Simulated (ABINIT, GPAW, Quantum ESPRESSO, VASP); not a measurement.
**Code comparison for Hf (P6_3/mmc, 2 atoms in the cell)**

Self-consistent single point.

```
Hf
1.0
    3.15714     0.00000     0.00000
   -1.57857     2.73417     0.00000
    0.00000     0.00000     4.99798
Hf
2
Cartesian
  0.00000   1.82278   1.24950
  1.57857   0.91139   3.74849
```

Shared settings, as Quantum ESPRESSO writes them: occupations = smearing; smearing = gaussian; degauss = 0.0073499 Ry; K_POINTS = automatic 6 6 3 0 0 0. Potentials and cutoffs stand in the table.

```csv
code,model,pressure (GPa),cutoff
Quantum ESPRESSO,"PBE, SSSP 1.1.2 efficiency (PBE) pseudopotentials",6.01,60 Ry
VASP,"PBE, VASP's PBE PAW potentials (set 64)",5.10,300 eV
ABINIT,"PBE, norm-conserving pseudopotentials (PseudoDojo nc-sr-05 PBE standard)",5.99,789 eV
GPAW,"PBE, GPAW PAW datasets PBE (gpaw-data 1.0.1)",6.28,550 eV
```

On Quantum ESPRESSO's run: spin-orbit coupling is off.

The spread over the programs that give each value: pressure within 1.18 GPa.

On the base mesh (8 8 5 0 0 0) the same programs gave: Quantum ESPRESSO pressure 5.38 GPa; ABINIT pressure 5.36 GPa; GPAW pressure 5.66 GPa; VASP pressure 4.46 GPa.

The values differ from the base mesh's, so the mesh still matters here: the table compares the programs at equal settings.

VASP's run is marked for a possible Pulay error in its stress at this cutoff; no cutoff test was made.

The starting cell has typed, rounded lattice constants, without a prior relaxation at this level. Its lattice was rescaled by a random factor within 2.5 % of one.

Left out of this page: Ansatz, Elk, FLEUR and SIESTA (not drawn, or without a comparable value); CP2K (on another mesh).
